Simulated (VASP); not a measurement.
Input:

```
CsBr
1.0
    4.53640     0.00000     0.00000
    0.00000     4.53640     0.00000
    0.00000     0.00000     4.53640
Cs Br
1 1
Direct
  0.00000   0.00000   0.00000
  0.50000   0.50000   0.50000
```

Calculation: revPBE GGA, VASP's PBE PAW potentials (set 64) (plane waves; VASP 6.6.1). Numerical set-up: 520 eV cut-off, Gaussian smearing of 0.050 eV, potentials Cs_sv Br.

Unless said otherwise, spin-orbit coupling is left out, though it shifts the bands of the heavy elements here.

Question: What does the run give for the band gap (along the path) with the smallest direct gap where there is one?

Answer: 
```yaml
band gap (along the path): 4.17 eV
smallest direct gap (along the path): 4.21 eV
```

The compound is CsBr in the CsCl type structure. It was relaxed first, which changed the volume by +18 %.
